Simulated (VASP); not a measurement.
Here is the system:

```
CELL_PARAMETERS angstrom
      0.00000     1.90986     1.90986
      1.90986     0.00000     1.90986
      1.90986     1.90986     0.00000
ATOMIC_POSITIONS crystal
  Ir 0.00000 0.00000 0.00000
```

Computed with LDA (Ceperley-Alder, Perdew-Zunger), VASP's LDA PAW potentials (set 64) (plane waves; VASP). Numerical set-up: 500 eV cut-off, 16×16×16 Γ-centred mesh, first-order Methfessel-Paxton smearing of 0.10 eV, potentials Ir.

**Question.** The ions, cell shape and volume at an external pressure of 5.0 GPa are relaxed. What does this cell relax into?

**Answer.** 
```
CELL_PARAMETERS angstrom
      0.00000     1.90241     1.90241
      1.90241     0.00000     1.90241
      1.90241     1.90241     0.00000
ATOMIC_POSITIONS crystal
  Ir 0.00000 0.00000 0.00000
```
Space group Fm-3m (225), at a tolerance of 0.03 Å.

**Question.** How do energy and volume change from the first to the last step?

**Answer.** The energy (σ→0) changes by +2.4 meV/atom and the volume by -1.2 %, in 3 ionic steps.

The compound is Ir in the fcc structure. This run relaxes it under an external pressure of 5 GPa. Symmetry was kept, so distortions that lower it aren't found.
